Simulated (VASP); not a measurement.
# OScCl2H in VASP: a series of runs

The runs below take OScCl2H through electron localisation function, single point, with PBE, r2SCAN.

All numbers are computed with VASP 6.6.1; they aren't measurements. Logs are shortened: lines on timing, memory, paths and dates and some standing lists are left out, and cuts for length are marked.

### Step 1. The molecule as given

The cell holds a molecule in a box, 5 atoms: a = 12.000 Å, b = 14.000 Å, c = 12.000 Å, α = 90.00°, β = 90.00°, γ = 90.00°.

### Step 2. Electron localisation function, PBE

Input file INCAR:

```
SYSTEM = ScHCl2O
PREC     = Accurate       ! precision mode
ENCUT    = 520            ! plane-wave cutoff, eV
EDIFF    = 1E-6           ! SCF threshold, eV
ISMEAR   = 0              ! smearing method
SIGMA    = 0.01           ! smearing width, eV
LREAL    = .FALSE.        ! projectors in reciprocal space
LASPH    = .TRUE.         ! aspherical terms in the spheres
NELM     = 100            ! most SCF steps
ALGO     = Normal         ! electronic algorithm
ISIF     = 2              ! what is computed and relaxed
LWAVE    = .FALSE.        ! write WAVECAR
LCHARG   = .TRUE.         ! write CHGCAR
GGA      = PE             ! functional
LELF     = .TRUE.         ! ELF
```

Input file KPOINTS:

```
Automatic mesh
0
G
  1 1 1
  0 0 0
```

Input file POSCAR:

```
ScHCl2O
1.0
   12.0000000000      0.0000000000      0.0000000000
    0.0000000000     14.0000000000      0.0000000000
    0.0000000000      0.0000000000     12.0000000000
O Sc Cl H
1 1 2 1
Direct
    0.5932125000      0.5976928600      0.5652750000
    0.5351791700      0.4818071400      0.5265833300
    0.6203458300      0.3449071400      0.5885250000
    0.3784125000      0.4759714300      0.4171416700
    0.6237541700      0.6580928600      0.5857250000
```

Potentials or basis: VASP PAW PBE potentials, release 64 (O, Sc_sv, Cl, H).

Launch:

```console
> cat potpaw_PBE.64/O/POTCAR potpaw_PBE.64/Sc_sv/POTCAR potpaw_PBE.64/Cl/POTCAR potpaw_PBE.64/H/POTCAR > POTCAR
> mpirun -np 1 vasp_gam > vasp.out
```

OUTCAR:

```text
SYSTEM = ScHCl2O
   PREC = Accurate
   ENCUT = 520
   EDIFF = 1E-6
   ISMEAR = 0
   LREAL = .FALSE.
   LASPH = .TRUE.
   NELM = 100
   ISIF = 2
   GGA = PE

 ion  position               nearest neighbor table
   1  0.593  0.598  0.565-   5 0.95   2 1.83
   2  0.535  0.482  0.527-   1 1.83   3 2.30   4 2.30
   3  0.620  0.345  0.589-   2 2.30
   4  0.378  0.476  0.417-   2 2.30
   5  0.624  0.658  0.586-   1 0.95

  LATTYP: Found a simple tetragonal cell.
 ALAT       =    12.0000000000
 C/A-ratio  =     1.1666666667

  Lattice vectors:

 A1 = ( -12.0000000000,   0.0000000000,   0.0000000000)
 A2 = (   0.0000000000,   0.0000000000,  12.0000000000)
 A3 = (   0.0000000000,  14.0000000000,   0.0000000000)

Analysis of symmetry for initial positions (statically):
=====================================================================
 Subroutine PRICEL returns:
 Original cell was already a primitive cell.

 Routine SETGRP: Setting up the symmetry group for a
 simple tetragonal supercell.

 Subroutine GETGRP returns: Found  1 space group operations
 (whereof  1 operations were pure point group operations)
 out of a pool of 16 trial point group operations.

The static configuration has the point symmetry C_1 .

Analysis of symmetry for dynamics (positions and initial velocities):
=====================================================================
 Subroutine PRICEL returns:
 Original cell was already a primitive cell.

 Routine SETGRP: Setting up the symmetry group for a
 simple tetragonal supercell.

 Subroutine GETGRP returns: Found  1 space group operations
 (whereof  1 operations were pure point group operations)
 out of a pool of 16 trial point group operations.

The dynamic configuration has the point symmetry C_1 .

 Subroutine INISYM returns: Found  1 space group operations
 (whereof  1 operations are pure point group operations),
 and found     1 'primitive' translations

----------------------------------------------------------------------------------------

                                     Primitive cell

  volume of cell :    2016.0000

  direct lattice vectors                    reciprocal lattice vectors
    12.000000000  0.000000000  0.000000000     0.083333333  0.000000000  0.000000000
     0.000000000 14.000000000  0.000000000     0.000000000  0.071428571  0.000000000
     0.000000000  0.000000000 12.000000000     0.000000000  0.000000000  0.083333333

  length of vectors
    12.000000000 14.000000000 12.000000000     0.083333333  0.071428571  0.083333333

  position of ions in fractional coordinates (direct lattice)
     0.593212500  0.597692860  0.565275000
     0.535179170  0.481807140  0.526583330
     0.620345830  0.344907140  0.588525000
     0.378412500  0.475971430  0.417141670
     0.623754170  0.658092860  0.585725000

  ion indices of the primitive-cell ions
   primitive index   ion index
                 1           1
                 2           2
                 3           3
                 4           4
                 5           5

----------------------------------------------------------------------------------------

 KPOINTS: Automatic mesh

Automatic generation of k-mesh.
 Grid dimensions read from file:
 generate k-points for:    1    1    1

 Generating k-lattice:

  Cartesian coordinates                     Fractional coordinates (reciprocal lattice)
     0.083333333  0.000000000  0.000000000     1.000000000  0.000000000  0.000000000
     0.000000000  0.071428571  0.000000000     0.000000000  1.000000000  0.000000000
     0.000000000  0.000000000  0.083333333     0.000000000  0.000000000  1.000000000

  Length of vectors
     0.083333333  0.071428571  0.083333333

  Shift w.r.t. Gamma in fractional coordinates (k-lattice)
     0.000000000  0.000000000  0.000000000

 Subroutine IBZKPT returns following result:
 ===========================================

 Found      1 irreducible k-points:

 Following reciprocal coordinates:
            Coordinates               Weight
  0.000000  0.000000  0.000000      1.000000
   k-points           NKPTS =      1   k-points in BZ     NKDIM =      1   number of bands    NBANDS=     20
   number of dos      NEDOS =    301   number of ions     NIONS =      5
   total plane-waves  NPLWV = 874800
   dimension x,y,z NGX =    90 NGY =  108 NGZ =   90
   dimension x,y,z NGXF=   180 NGYF=  216 NGZF=  180
   ions per type =               1   1   2   1
   NGX,Y,Z   is equivalent  to a cutoff of  12.47, 12.82, 12.47 a.u.
   NGXF,Y,Z  is equivalent  to a cutoff of  24.94, 25.65, 24.94 a.u.
 SYSTEM =  ScHCl2O
   PREC   = accura    normal or accurate (medium, high low for compatibility)
   ISTART =      0    job   : 0-new  1-cont  2-samecut
   ICHARG =      2    charge: 1-file 2-atom 10-const
   ISPIN  =      1    spin polarized calculation?
   LNONCOLLINEAR =      F non collinear calculations
   LSORBIT =      F    spin-orbit coupling
   LASPH  =      T    aspherical Exc in radial PAW
   ENCUT  =  520.0 eV  38.22 Ry    6.18 a.u.  22.31 26.03 22.31*2*pi/ulx,y,z
   NELM   =    100;   NELMIN=  2; NELMDL= -5     # of ELM steps
   EDIFF  = 0.1E-05   stopping-criterion for ELM
   LREAL  =      F    real-space projection
   EDIFFG = 0.1E-04   stopping-criterion for IOM
   NSW    =      0    number of steps for IOM
   IBRION =     -1    ionic relax: 0-MD 1-quasi-New 2-CG
   NFREE  =      0    steps in history (QN), initial steepest desc. (CG)
   ISIF   =      2    stress and relaxation
   ISYM   =      2    0-nonsym 1-usesym 2-fastsym
   POTIM  = 0.5000    time-step for ionic-motion
   TEBEG  =    0.0;   TEEND  =   0.0 temperature during run
   PSTRESS=    0.0 pullay stress
   NELECT =      32.0000    total number of electrons
   NUPDOWN=      -1.0000    fix difference up-down
   EMIN   =  10.00;   EMAX   =-10.00  energy-range for DOS
   EFERMI =   0.00;   METHOD = LEGACY
   ISMEAR =     0;   SIGMA  =   0.01  broadening in eV -4-tet -1-fermi 0-gaus
   EFERMI_NEDOS =   21; number of points for ismear=-14 and -15
   IALGO  =     38    algorithm
   IMIX   =      4    mixing-type and parameters
     AMIX     =   0.40;   BMIX     =  1.00
     AMIX_MAG =   1.60;   BMIX_MAG =  1.00
  volume/ion in A,a.u.               =     403.20      2720.93
  Fermi-wavevector in a.u.,A,eV,Ry     =   0.411429  0.777488  2.303107  0.169274
  Thomas-Fermi vector in A             =   1.367733
   LORBIT       =      0    0 simple, 1 ext, 2 COOP (PROOUT), +10 PAW based schemes
   GGA     = PE    functional components
   LHFCALC =     F    Hartree Fock is set to
   AEXX    =    0.0000 exact exchange contribution
   IVDW    =     0    specifies the selected vdW correction
   LEPSILON=     F    determine dielectric tensor
   LRPA    =     F    only Hartree local field effects (RPA)
 non-spin polarized calculation
 Gauss-broadening in eV      SIGMA  =   0.01
  energy-cutoff  :      520.00
  volume of cell :     2016.00
 maximum number of plane-waves:     27133
 NGX is ok and might be reduce to    90
   NGX = 45   NGY = 53   NGZ = 45

 number of electron      31.9999998 magnetization

 Free energy of the ion-electron system (eV)
  ---------------------------------------------------
  ext. energy  EPLUGINS =         0.00000000
  ---------------------------------------------------
  free energy    TOTEN  =       -26.30228769 eV

  energy without entropy =      -26.30228769  energy(sigma->0) =      -26.30228769

 E-fermi :  -6.9715     XC(G=0):  -0.8312

 val. band max:       -7.1410836948   @ k =   0.0000   0.0000   0.0000
 cond. band min:      -3.2303850064   @ k =   0.0000   0.0000   0.0000
 fundamental gap:      3.9106986884
 Fermi energy:        -6.9715013481

 k-point     1 :       0.0000    0.0000    0.0000
  band No.  band energies     occupation
      1     -54.8119      2.00000
      2     -33.6451      2.00000
      3     -33.5897      2.00000
      4     -33.3854      2.00000
      5     -24.0894      2.00000
      6     -19.3482      2.00000
      7     -19.2174      2.00000
      8     -12.2069      2.00000
      9      -8.3726      2.00000
     10      -8.3530      2.00000
     11      -8.1601      2.00000
     12      -7.7082      2.00000
     13      -7.5811      2.00000
     14      -7.5416      2.00000
     15      -7.4967      2.00000
     16      -7.1411      2.00000
     17      -3.2304      0.00000
     18      -2.6363      0.00000
     19      -2.1705      0.00000
     20      -1.4732      0.00000

------------------------ aborting loop because EDIFF is reached ----------------------------------------

  FORCE on cell =-STRESS in cart. coord.  units (eV):
  Direction    XX          YY          ZZ          XY          YZ          ZX
  --------------------------------------------------------------------------------------
  -------------------------------------------------------------------------------------
  Total        0.5644077      1.4516401      0.2359660      0.3624454      0.2298996      0.4463583
  in kB        0.4485522      1.1536631      0.1875295      0.2880466      0.1827083      0.3547347
  external PRESSURE =       0.5965816 kB  Pullay stress =       0.0000000 kB

 VOLUME and BASIS-vectors are now :
 -----------------------------------------------------------------------------
  energy-cutoff  :      520.00
  volume of cell :     2016.00
      direct lattice vectors                 reciprocal lattice vectors
    12.000000000  0.000000000  0.000000000     0.083333333  0.000000000  0.000000000
     0.000000000 14.000000000  0.000000000     0.000000000  0.071428571  0.000000000
     0.000000000  0.000000000 12.000000000     0.000000000  0.000000000  0.083333333

 POSITION                                       TOTAL-FORCE (eV/Angst)
 -----------------------------------------------------------------------------------
      7.11855      8.36770      6.78330        -0.046668     -0.098012     -0.029561
      6.42215      6.74530      6.31900        -0.121081     -0.301798     -0.081124
      7.44415      4.82870      7.06230         0.093439     -0.163914      0.069169
      4.54095      6.66360      5.00570        -0.169490      0.001765     -0.119878
      7.48505      9.21330      7.02870         0.243799      0.561960      0.161395
 -----------------------------------------------------------------------------------
    total drift:                               -0.001208     -0.000410     -0.000367

  FREE ENERGIE OF THE ION-ELECTRON SYSTEM (eV)
  ---------------------------------------------------
  free  energy   TOTEN  =       -26.3022876900 eV

  energy  without entropy=      -26.3022876900  energy(sigma->0) =      -26.30228769
```

It took 1.9 min on 1 thread of AMD EPYC 9R45 (Zen 5), shared host; peak memory 1.5 GiB.

What came out:

```
Free energy                     : -26.3023 eV
Largest force                   : 0.633 eV/Å
Gap between the frontier levels : 3.91 eV
```

Forces on the atoms (eV/Å):
```
O   -0.047 -0.098 -0.030
Sc  -0.121 -0.302 -0.081
Cl   0.093 -0.164  0.069
Cl  -0.169  0.002 -0.120
H    0.244  0.562  0.161
```

Levels at points of the mesh, in eV from the valence-band top:
```tsv
k point	band 14	band 15	band 16	band 17	band 18	band 19
(0.00, 0.00, 0.00)	-0.40	-0.36	0.00	3.91	4.50	4.97
```

Expect the measured gap to be larger: semilocal functionals such as PBE lack the derivative discontinuity.

### Step 3. Single point, r2SCAN

Input file INCAR:

```
PREC = Accurate ; ENCUT = 520
EDIFF = 1E-6 ; ISMEAR = 0
SIGMA = 0.01 ; LREAL = F
LASPH = T ; NELM = 80
ALGO = Normal ; ISIF = 2
LWAVE = F ; LCHARG = F
METAGGA = R2SCAN ; LMIXTAU = T
NBANDS = 24
```

Input file KPOINTS:

```
Automatic mesh
0
Gamma
  1 1 1
```

POSCAR is that of step 2.

Potentials or basis: VASP PAW PBE potentials, release 64 (O, Sc_sv, Cl, H).

Launch:

```console
> cat potpaw_PBE.64/O/POTCAR potpaw_PBE.64/Sc_sv/POTCAR potpaw_PBE.64/Cl/POTCAR potpaw_PBE.64/H/POTCAR > POTCAR
> mpirun -np 1 vasp_gam > vasp.out
```

Run time: 8.4 min. Hardware: 1 thread of AMD EPYC 9R45 (Zen 5), shared host; peak memory 1.9 GiB.

It converged, with:

- Free energy: -41.4922 eV
- Largest force: 0.283 eV/Å
- Gap between the frontier levels: 4.52 eV

Forces on the atoms (eV/Å):
```
O    0.087  0.203  0.062
Sc  -0.099 -0.255 -0.070
Cl   0.077 -0.134  0.058
Cl  -0.143  0.003 -0.101
H    0.078  0.183  0.051
```

Levels at points of the mesh, in eV from the valence-band top:
```csv
k point,band 12,band 13,band 14,band 15,band 16,band 17,band 18,band 19,band 20,band 21
"(0.00, 0.00, 0.00)",-0.58,-0.44,-0.40,-0.35,0.00,4.52,5.04,5.51,6.24,6.55
```

Caveat: the PAW data sets were made with another functional, which shifts forces and pressure a little.
